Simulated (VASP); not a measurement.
```
CELL_PARAMETERS angstrom
     -2.20813     2.20813     2.20813
      2.20813    -2.20813     2.20813
      2.20813     2.20813    -2.20813
ATOMIC_POSITIONS crystal
  Eu 0.00000 0.00000 0.00000
```

Computed with PW91 GGA, VASP's PBE PAW potentials (set 64) (plane waves; VASP). Run with 520 eV cut-off, 13×13×13 Γ-centred mesh, tetrahedra with Blöchl corrections, potentials Eu_2.

The 4f electrons are frozen in the core of the lanthanide potential, so 4f levels, which can set the real gap, and their magnetism are missing.

Q: What does the run give for the energy per atom (σ→0), band gap (on the k-mesh) with the smallest direct gap where there is one?

A: 
- band gap (on the k-mesh) = none (metal, semimetal or under 0.01 eV)
- energy per atom (σ→0) = -1.891 eV/atom

Total energies compare only between runs with the same potentials, cut-off and functional.

The compound is Eu in the bcc structure. It was relaxed first, which changed the volume by -10 %.
